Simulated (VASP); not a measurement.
Output of a VASP run:

File OSZICAR:
```
       N       E                     dE             d eps       ncg     rms          rms(c)
DAV:   1     0.800827232954E+02    0.80083E+02   -0.36052E+03  2208   0.989E+02
DAV:   2    -0.197510049176E+01   -0.82058E+02   -0.80216E+02  3000   0.195E+02
DAV:   3    -0.629195191220E+01   -0.43169E+01   -0.41240E+01  2740   0.600E+01
DAV:   4    -0.651268044435E+01   -0.22073E+00   -0.21495E+00  4196   0.110E+01
DAV:   5    -0.651772157050E+01   -0.50411E-02   -0.50363E-02  4008   0.183E+00    0.896E+00
DAV:   6    -0.649162934273E+01    0.26092E-01   -0.14242E+01  3504   0.248E+01    0.686E+00
DAV:   7    -0.600880385076E+01    0.48283E+00   -0.90534E+00  3960   0.224E+01    0.384E+00
DAV:   8    -0.592533315426E+01    0.83471E-01   -0.11073E+00  3664   0.767E+00    0.761E-01
DAV:   9    -0.592420931884E+01    0.11238E-02   -0.57201E-02  4056   0.186E+00    0.208E-01
DAV:  10    -0.592519977136E+01   -0.99045E-03   -0.34863E-03  4042   0.407E-01    0.183E-01
DAV:  11    -0.592509514068E+01    0.10463E-03   -0.15568E-03  4246   0.335E-01    0.362E-02
DAV:  12    -0.592509380561E+01    0.13351E-05   -0.16295E-06  4020   0.552E-02    0.155E-02
DAV:  13    -0.592508772192E+01    0.60837E-05    0.13123E-05  4214   0.343E-02    0.120E-03
DAV:  14    -0.592508559986E+01    0.21221E-05    0.19744E-05  2428   0.493E-03    0.427E-04
DAV:  15    -0.592508420249E+01    0.13974E-05    0.13943E-05  2096   0.224E-03    0.790E-04
DAV:  16    -0.592508317726E+01    0.10252E-05    0.10025E-05  1948   0.173E-03    0.453E-04
DAV:  17    -0.592508238980E+01    0.78746E-06    0.77767E-06  1830   0.222E-03
   1 F= -.59250824E+01 E0= -.59364093E+01  d E =0.339807E-01
```

### OUTCAR
```
------------------------ aborting loop because EDIFF is reached ----------------------------------------
  FORCE on cell =-STRESS in cart. coord.  units (eV):
  Direction    XX          YY          ZZ          XY          YZ          ZX
  --------------------------------------------------------------------------------------
  Total       -0.2336769     -0.2336769     -0.2336769      0.0000000      0.0000000     -0.0000000
  in kB      -13.8465311    -13.8465311    -13.8465311      0.0000000      0.0000000     -0.0000000
  external PRESSURE =     -13.8465311 kB  Pullay stress =       0.0000000 kB
  volume of cell :       27.04
      direct lattice vectors                 reciprocal lattice vectors
     0.000000000  2.382238000  2.382238000    -0.209886670  0.209886670  0.209886670
     2.382238000  0.000000000  2.382238000     0.209886670 -0.209886670  0.209886670
     2.382238000  2.382238000  0.000000000     0.209886670  0.209886670 -0.209886670
 POSITION                                       TOTAL-FORCE (eV/Angst)
 -----------------------------------------------------------------------------------
      0.00000      0.00000      0.00000         0.000000      0.000000      0.000000
 -----------------------------------------------------------------------------------
    total drift:                                0.000000      0.000000     -0.000000
  FREE ENERGIE OF THE ION-ELECTRON SYSTEM (eV)
  ---------------------------------------------------
  free  energy   TOTEN  =        -5.9250823898 eV

  energy  without entropy=       -5.9590631064  energy(sigma->0) =       -5.93640930
```
(Selected blocks of OUTCAR.)

**POSCAR**
```
Ce
1
    0.0000000000     2.3822380000     2.3822380000
    2.3822380000     0.0000000000     2.3822380000
    2.3822380000     2.3822380000     0.0000000000
Ce
1
Direct
  0.0000000000   0.0000000000   0.0000000000
```

Q: Reconstruct the remaining input files.

A: This is not unique; one that fits is the input of the run itself, PBE GGA, plane waves, VASP's PBE PAW potentials (set 64).

INCAR:
```
ISIF = 2
SIGMA = 0.272   # width (eV)
LMAXMIX = 6
LASPH = .TRUE.
PREC = Accurate
NELM = 100
LCHARG = .FALSE.
GGA = PE   # PBE
SYSTEM = Ce
LWAVE = .FALSE.
EDIFF = 1E-6   # SCF stop (eV)
ISMEAR = 1
ALGO = Normal
ENCUT = 300   # plane-wave cut-off (eV)
LREAL = .FALSE.   # projection in real space or not
```

### KPOINTS
```
Automatic mesh
0
Gamma
10 10 10
0.5 0.5 0.5
```

POTCAR, in this order: Ce (PBE.64 set). Program: vasp_std.

At this cut-off the stress carries a Pulay error, which pulls relaxed volumes low.

The structure comes from a computed database's Ce entry; how it stands against other phases isn't given here. The cell was not relaxed at this level. The run is one of a series of settings (KPOINTS 10×10×10 Γ-centred mesh shifted by (0.5, 0.5, 0.5) against the base run), some of them coarse on purpose. The run is not spin-polarised, so no magnetic state was tried.
